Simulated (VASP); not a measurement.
```xyz
2
Lattice="1.7300 -2.9964 0.0000 1.7300 2.9964 0.0000 0.0000 0.0000 5.5200" Properties=species:S:1:pos:R:3 pbc="T T T"
Tl     1.7300     0.9988     1.3800
Tl     1.7300    -0.9988     4.1400
```

Computed with PBE GGA with D4 dispersion, VASP's PBE PAW potentials (set 64) (plane waves; VASP). Numerical set-up: 520 eV cut-off, 11×11×6 Γ-centred mesh, first-order Methfessel-Paxton smearing of 0.10 eV, potentials Tl_d.

Energy and stress use the plane-wave basis of the starting cell.

The ions, cell shape and volume are relaxed. Which structure does the run end with?

```xyz
2
Lattice="1.7447 -3.0219 0.0000 1.7447 3.0219 0.0000 0.0000 0.0000 5.5901" Properties=species:S:1:pos:R:3 pbc="T T T"
Tl     1.7447     1.0073     1.3975
Tl     1.7447    -1.0073     4.1926
```
Space group P6_3/mmc (194), at a tolerance of 0.03 Å.

How do energy and volume change from the first to the last step?

The energy (σ→0) changes by -2.9 meV/atom and the volume by +3.0 %, in 3 ionic steps.

The compound is Tl in the hcp structure. This run relaxes it. Symmetry was kept, so distortions that lower it aren't found.
